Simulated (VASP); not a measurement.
Input:

```
CrCuO2
1.0
    1.50363     0.86812     5.66971
   -1.50363     0.86812     5.66971
    0.00000    -1.73624     5.66971
Cu Cr O
1 1 2
Cartesian
  0.00000   0.00000   0.00000
  0.00000   0.00000   8.50456
  0.00000   0.00000   1.81317
  0.00000   0.00000  15.19595
```
Starting moments (μB, in the order of the record's atoms Cu Cr O O): 0.0 3.0 0.0 0.0.

These are PBE GGA, VASP's PBE PAW potentials (set 64) (plane waves; VASP) values and carry that method's errors. Run with 400 eV cut-off, 7×7×7 Γ-centred mesh, Gaussian smearing of 0.20 eV, potentials Cu Cr_pv O.

The moments were started parallel, and other spin orders were not tried in this run.

Give the spin-up energies of bands 9 to 22 at the high-symmetry points, in eV from the valence-band maximum.

```tsv
band	Γ	T	H2	L	S0	F
9	-3.99	-5.54	-5.74	-5.18	-5.68	-5.28
10	-3.86	-3.77	-4.93	-5.05	-4.96	-4.31
11	-2.84	-3.55	-4.62	-4.38	-4.59	-3.93
12	-2.84	-3.55	-2.11	-2.72	-2.09	-2.85
13	-2.09	-2.07	-1.99	-1.53	-2.01	-2.24
14	-2.09	-2.07	-1.81	-1.49	-1.84	-1.74
15	-1.87	-1.27	-1.61	-1.41	-1.57	-1.49
16	-1.87	-1.27	-1.07	-1.34	-1.08	-1.35
17	-1.17	-1.00	-1.04	-0.62	-1.03	-0.61
18	-1.17	-1.00	-0.39	-0.52	-0.37	-0.54
19	-0.82	-0.37	0.00	-0.43	-0.01	-0.16
20	2.31	2.49	2.11	2.12	2.09	2.02
21	2.73	2.49	2.13	2.44	2.12	2.69
22	2.73	3.54	4.72	3.01	4.99	2.92
```

Give the spin-down energies of bands 9 to 22 at the high-symmetry points, in eV from the valence-band maximum.

```json
[
 {"band": "9", "Γ": "-3.96", "T": "-5.04", "H2": "-5.48", "L": "-4.79", "S0": "-5.41", "F": "-4.93"},
 {"band": "10", "Γ": "-3.79", "T": "-3.72", "H2": "-4.67", "L": "-4.62", "S0": "-4.73", "F": "-4.24"},
 {"band": "11", "Γ": "-2.84", "T": "-3.55", "H2": "-4.53", "L": "-4.33", "S0": "-4.47", "F": "-3.86"},
 {"band": "12", "Γ": "-2.84", "T": "-3.55", "H2": "-2.07", "L": "-2.70", "S0": "-2.04", "F": "-2.73"},
 {"band": "13", "Γ": "-2.06", "T": "-2.06", "H2": "-1.95", "L": "-1.51", "S0": "-1.97", "F": "-1.87"},
 {"band": "14", "Γ": "-2.06", "T": "-2.06", "H2": "-1.69", "L": "-1.48", "S0": "-1.69", "F": "-1.59"},
 {"band": "15", "Γ": "-1.68", "T": "-1.00", "H2": "-1.47", "L": "-1.32", "S0": "-1.47", "F": "-1.48"},
 {"band": "16", "Γ": "-1.68", "T": "-1.00", "H2": "-0.61", "L": "-0.49", "S0": "-0.61", "F": "-0.71"},
 {"band": "17", "Γ": "1.59", "T": "1.84", "H2": "2.10", "L": "1.15", "S0": "2.09", "F": "1.71"},
 {"band": "18", "Γ": "1.86", "T": "1.84", "H2": "2.57", "L": "2.69", "S0": "2.59", "F": "2.75"},
 {"band": "19", "Γ": "1.86", "T": "2.58", "H2": "2.64", "L": "2.75", "S0": "2.63", "F": "2.76"},
 {"band": "20", "Γ": "3.16", "T": "3.58", "H2": "3.53", "L": "3.40", "S0": "3.52", "F": "2.99"},
 {"band": "21", "Γ": "4.03", "T": "3.83", "H2": "3.55", "L": "3.73", "S0": "3.52", "F": "3.48"},
 {"band": "22", "Γ": "4.03", "T": "3.83", "H2": "4.83", "L": "3.87", "S0": "5.12", "F": "4.04"}
]
```

The gap is indirect, 1.10 eV, from the valence maximum at S2-F at 0.14 to the conduction minimum at (0.43, 0.43, 0.14).

The structure was generated: CrCuO2 was put into an ordered model structure, which need not be its known phase. The cell was not relaxed at this level.
